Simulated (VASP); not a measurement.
Consider the following.

```
CELL_PARAMETERS angstrom
      0.00000     3.27245     3.27245
      3.27245     0.00000     3.27245
      3.27245     3.27245     0.00000
ATOMIC_POSITIONS crystal
  Ba 0.00000 0.00000 0.00000
  S  0.50000 0.50000 0.50000
```

Calculation: PBEsol GGA, VASP's PBE PAW potentials (set 64) (plane waves; VASP). Settings: 300 eV cut-off, 6×6×6 Γ-centred mesh, Gaussian smearing of 0.050 eV, potentials Ba_sv S.

At this cut-off the stress carries a Pulay error, which pulls relaxed volumes low. Unless said otherwise, spin-orbit coupling is left out, though it shifts the bands of the heavy elements here.

**Question.** Estimate the energy per atom (σ→0), pressure, band gap (on the k-mesh) with the smallest direct gap where there is one.

**Answer.** 
```
Quantity                                     Result
-----------------------------------  --------------
band gap (on the k-mesh)                    2.10 eV
smallest direct gap (on the k-mesh)         2.27 eV
energy per atom (σ→0)                -5329 meV/atom
pressure                                  -3.30 GPa
```

Only differences to runs with the same potentials and settings are physical.

The structure comes from a computed database's BaS entry; how it stands against other phases isn't given here. The cell was not relaxed at this level.
